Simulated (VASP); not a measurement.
VASP ran on this input.

File KPOINTS:
```
Automatic
0
Gamma
  8 8 5
```

**INCAR**
```
SYSTEM = Mg(AlC)2
GGA = PS   ! PBEsol
LCHARG = .TRUE.
ENCUT = 520
LASPH = .TRUE.
ISMEAR = -5   ! tetrahedra, Bloechl
PREC = Accurate
NEDOS = 601   ! DOS grid
LORBIT = 11   ! lm-projected
LWAVE = .FALSE.
ISIF = 2   ! forces and stress, cell fixed
EDIFF = 1E-7   ! SCF stop (eV)
NELM = 100   ! most electronic steps
LREAL = .FALSE.   ! projection in real space or not
ALGO = Normal
LEFG = .TRUE.
```

### POSCAR
```
Mg(AlC)2
1
    3.3757709079     0.0000000000     0.0000000000
   -1.6878854539     2.9235033288    -0.0000000000
    0.0000000000    -0.0000000000     5.7673839210
Mg Al C
1 2 2
Direct
  1.0000000000   0.0000000000   1.0000000000
  0.6666670000   0.3333330000   0.3500742310
  0.3333330000   0.6666670000   0.6499257690
  0.3333330000   0.6666670000   0.2692715034
  0.6666670000   0.3333330000   0.7307284966
```

POTCAR, in this order: Mg Al C (PBE.64 set). Program: vasp_std.

Question: Translate this PBEsol calculation to Ansatz.

Answer: One equivalent input (not run):
Ansatz 0.2 input:
```yaml
crystal:
  lattice:
    - [3.3757709, 0.0000000, 0.0000000]
    - [-1.6878855, 2.9235033, 0.0000000]
    - [0.0000000, 0.0000000, 5.7673839]
  atoms:
    - { symbol: Mg, position: [1.0000000, 0.0000000, 1.0000000] }
    - { symbol: Al, position: [0.6666670, 0.3333330, 0.3500742] }
    - { symbol: Al, position: [0.3333330, 0.6666670, 0.6499258] }
    - { symbol: C, position: [0.3333330, 0.6666670, 0.2692715] }
    - { symbol: C, position: [0.6666670, 0.3333330, 0.7307285] }
kpoints:
  mp_grid: { grid: [8, 8, 5] }
hamiltonian:
  xc: pbesol
  pseudopotentials: { kind: paw }
scf:
  occupations: { method: tetrahedron }
  max_iter: 100
output: { forces: true, stress: true, eigenvalues: true }
```
Limits of the translation: each code has its own PAW files, so the cut-off isn't converted (ENCUT is set for VASP's; basis.ecutwfc is left out, and Ansatz then takes the one that its files recommend); Ansatz stops its SCF on the density residual and VASP on the energy change (EDIFF); the field gradients of LEFG aren't asked of the other code.

The structure comes from a computed database's Al2MgC2 entry (P-3m1); how it stands against other phases isn't given here. It was relaxed first.
